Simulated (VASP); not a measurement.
The system is RbP2.

```xyz
3
Lattice="2.5726 1.4853 4.2734 -2.5726 1.4853 4.2734 0.0000 -2.9706 4.2734" Properties=species:S:1:pos:R:3 pbc="T T T"
Rb    0.0000    0.0000    0.0000
P     0.0000    0.0000    4.8206
P     0.0000    0.0000    7.9995
```

The cell was built by a generator and needn't be a form met in nature.

The cell isn't the ideal one: random cell by space group and Wyckoff sites (R-3m, No. 166).

| Quantity | Value |
| --- | --- |
| Program | VASP 6.6.1 |
| Task | relaxation of cell and atoms |
| Functional | PBE |
| Potentials or basis | VASP PAW PBE potentials, release 64 (Rb_sv, P) |
| Cutoff | 600 eV |
| k mesh | 6 × 6 × 6 |
| Occupations | gaussian, width 0.1 eV |
| Spin | no spin polarisation |

At the start: pressure 0.4 GPa; volume 32.66 Å³/atom.

**Question.** Where does the relaxation end?

**Answer.** Over 23 steps the energy falls by 1076.8 meV/atom and the volume is 31.77 Å³/atom (-2.7 %); space group R-3m (No. 166, to 0.05 Å).

The path:
| step | energy change (eV) | largest force (eV/Å) | pressure (GPa) | volume (Å³) |
| --- | --- | --- | --- | --- |
| 1 | 0.0000 | 0.3773 | 0.38 | 97.98 |
| 2 | -0.5518 | 1.3482 | -1.79 | 98.69 |
| 3 | -2.8999 | 2.7446 | -3.57 | 95.65 |
| 4 | 145.0194 | 353.5192 | 420.74 | 60.64 |
| 5 | -2.0620 | 3.4231 | -5.14 | 95.46 |
| 6 | 1.4238 | 10.4135 | 30.93 | 83.31 |
| 7 | -2.2368 | 3.6260 | -4.77 | 94.39 |
| 8 | -2.5525 | 2.2760 | 2.23 | 89.77 |
| 9 | -2.6198 | 3.4385 | -2.19 | 91.95 |
| 10 | -2.6468 | 3.1990 | -1.09 | 91.30 |
| 11 | -2.6532 | 0.0888 | 4.29 | 90.97 |
| 12 | -2.7402 | 1.8943 | 1.32 | 91.15 |
| 13 | -2.8960 | 1.2995 | 1.01 | 92.04 |
| 14 | -3.1257 | 0.6975 | 1.30 | 94.61 |
| 15 | -3.1348 | 1.2830 | 1.62 | 95.27 |
| 16 | -3.1960 | 0.8747 | -1.39 | 98.24 |
| 17 | -3.2044 | 0.3730 | -0.69 | 97.42 |
| 18 | -3.2140 | 0.2841 | -0.59 | 97.02 |
| 19 | -3.2294 | 0.0099 | -0.17 | 95.78 |
| 20 | -3.2303 | 0.0697 | -0.03 | 95.40 |
| 21 | -3.2303 | 0.0782 | 0.00 | 95.36 |
| 22 | -3.2302 | 0.0890 | -0.18 | 95.27 |
| 23 | -3.2304 | 0.0085 | -0.09 | 95.32 |

Final structure:
```
Rb P
1.0
     3.00068    1.73244    3.05605
    -3.00068    1.73244    3.05605
     0.00000   -3.46488    3.05605
Rb P
1 2
Direct
  0.00000 0.00000 0.00000
  0.39116 0.39116 0.39116
  0.60884 0.60884 0.60884
```
